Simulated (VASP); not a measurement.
```yaml
crystal:
  lattice:
    - [2.29225, -3.97029, 0.00000]
    - [2.29225, 3.97029, 0.00000]
    - [0.00000, 0.00000, 7.49175]
  atoms:
    - { symbol: Ag, position: [0.66667, 0.33333, 0.50007] }
    - { symbol: Ag, position: [0.33333, 0.66667, 0.00007] }
    - { symbol: I, position: [0.66667, 0.33333, 0.87493] }
    - { symbol: I, position: [0.33333, 0.66667, 0.37493] }
```

Computed with vdW-DF-cx, VASP's PBE PAW potentials (set 64) (plane waves; VASP). Settings: 520 eV cut-off, Gaussian smearing of 0.050 eV, potentials Ag I.

Unless said otherwise, spin-orbit coupling is left out, though it shifts the bands of the heavy elements here.

Q: Give the energies of bands 8 to 21 at the high-symmetry points, in eV from the valence-band maximum.

A: 
```json
[
 {"band": "8", "Γ": "-4.09", "M": "-3.76", "K": "-3.83", "A": "-4.17", "L": "-3.89", "H": "-3.81"},
 {"band": "9", "Γ": "-3.15", "M": "-3.14", "K": "-3.17", "A": "-3.10", "L": "-3.06", "H": "-3.16"},
 {"band": "10", "Γ": "-3.15", "M": "-3.08", "K": "-3.17", "A": "-3.10", "L": "-3.06", "H": "-3.16"},
 {"band": "11", "Γ": "-3.06", "M": "-3.03", "K": "-3.16", "A": "-3.10", "L": "-2.97", "H": "-2.92"},
 {"band": "12", "Γ": "-3.06", "M": "-3.01", "K": "-3.15", "A": "-3.10", "L": "-2.97", "H": "-2.92"},
 {"band": "13", "Γ": "-2.96", "M": "-2.77", "K": "-2.64", "A": "-1.72", "L": "-2.85", "H": "-2.80"},
 {"band": "14", "Γ": "-0.73", "M": "-2.66", "K": "-2.64", "A": "-1.72", "L": "-2.85", "H": "-2.80"},
 {"band": "15", "Γ": "-0.73", "M": "-2.24", "K": "-2.60", "A": "-0.38", "L": "-1.27", "H": "-1.97"},
 {"band": "16", "Γ": "-0.07", "M": "-1.82", "K": "-1.55", "A": "-0.38", "L": "-1.27", "H": "-1.97"},
 {"band": "17", "Γ": "0.00", "M": "-1.06", "K": "-1.55", "A": "-0.38", "L": "-1.26", "H": "-1.15"},
 {"band": "18", "Γ": "0.00", "M": "-0.73", "K": "-1.35", "A": "-0.38", "L": "-1.26", "H": "-1.15"},
 {"band": "19", "Γ": "1.28", "M": "3.27", "K": "4.32", "A": "2.59", "L": "3.19", "H": "3.87"},
 {"band": "20", "Γ": "2.56", "M": "3.52", "K": "4.46", "A": "2.59", "L": "3.19", "H": "3.87"},
 {"band": "21", "Γ": "5.69", "M": "4.74", "K": "4.46", "A": "5.59", "L": "4.81", "H": "5.63"}
]
```

The gap is direct, 1.28 eV, from the valence maximum at Γ to the conduction minimum at Γ.

The compound is AgI in the wurtzite structure. It was relaxed first.
